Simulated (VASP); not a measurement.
```xyz
2
Lattice="0.0000 2.8850 2.8850 2.8850 0.0000 2.8850 2.8850 2.8850 0.0000" Properties=species:S:1:pos:R:3 pbc="T T T"
Ag     0.0000     0.0000     0.0000
Br     2.8850     2.8850     2.8850
```

The base run (VASP): PBE GGA, plane waves, VASP's PBE PAW potentials (set 64). Run with 400 eV cut-off, 7×7×7 Γ-centred mesh, Gaussian smearing of 0.050 eV, potentials Ag Br.

One setting is varied; ΔE counts from the most expensive setting. The base run took about 9 core-seconds. Costs are core time on shared hosts, one run each; read them as rough ratios.

Pressures at a finite cut-off, here 400 eV, hold a Pulay part, which wasn't tested here.

```tsv
setting	cost over the base run	electronic steps	ΔE (meV/atom)	pressure (GPa)
KPOINTS 1×1×1 Γ-centred mesh	about 1/2	12	2066.5	8.62
KPOINTS 5×5×5 Γ-centred mesh	within a factor of 2	12	2.5	1.39
KPOINTS 6×6×6 Γ-centred mesh	within a factor of 2	12	0.7	1.35
base run	reference	12	0.2	1.34
KPOINTS 8×8×8 Γ-centred mesh	within a factor of 2	12	0.1	1.33
KPOINTS 9×9×9 Γ-centred mesh	within a factor of 2	12	0.0	1.33
KPOINTS 11×11×11 Γ-centred mesh	about 2 times	12	0.0	1.33
```

Left out are runs that failed, have no time on record or changed the cell.

The compound is AgBr in the rock salt structure. The cell was not relaxed at this level.
